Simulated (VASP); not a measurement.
Wanted: the native input for a VASP 6.6.1 run.

```yaml
Task: single point
Functional: PBE
Potentials_or_basis: VASP PAW PBE potentials, release 64 (Hf_pv, Pb_d)
Cutoff: 520 eV
k_mesh: 6 × 6 × 9
Occupations: fermi-dirac, width 0.05 eV
Spin: no spin polarisation
Further_INCAR_settings: ALGO = Normal; EDIFF = 1e-07; NBANDS = 26
```

The structure of HfPb2 lies in POSCAR:

```
HfPb2
1.0
    5.4821400000      0.0000000000      0.0000000000
   -2.7410700000      4.7476700000      0.0000000000
    0.0000000000      0.0000000000      3.0962600000
Hf Pb
1 2
Direct
    0.0000000000      0.0000000000      0.0000000000
    0.3333300000      0.6666700000      0.5000000000
    0.6666700000      0.3333300000      0.5000000000
```

The cell was built by a generator and needn't be a form met in nature.

These files were run (other wordings do the same):

INCAR

```
SYSTEM = HfPb2
ALGO = Normal ; EDIFF = 1E-7
ENCUT = 520 ; GGA = PE
ISIF = 2 ; ISMEAR = -1
LASPH = .True. ; LCHARG = .False.
LREAL = .False. ; LWAVE = .False.
NBANDS = 26 ; NELM = 60
PREC = Accurate ; SIGMA = 0.05
```

KPOINTS

```
k-points
0
Gamma
  6 6 9
  0 0 0
```

Potentials or basis: VASP PAW PBE potentials, release 64 (Hf_pv, Pb_d).

Run with:

```console
$ cat potpaw_PBE.64/Hf_pv/POTCAR potpaw_PBE.64/Pb_d/POTCAR > POTCAR
$ mpirun -np 1 vasp_std > vasp.out
```

It gave:

```json
{
  "Pressure": "-0.1 GPa",
  "Band gap on the k mesh": "none (metal or under the smearing width)"
}
```

Wall time 68 s on 1 thread of Intel(R) Xeon(R) 6975P-C (Granite Rapids), on a shared host, peak memory 0.27 GiB.
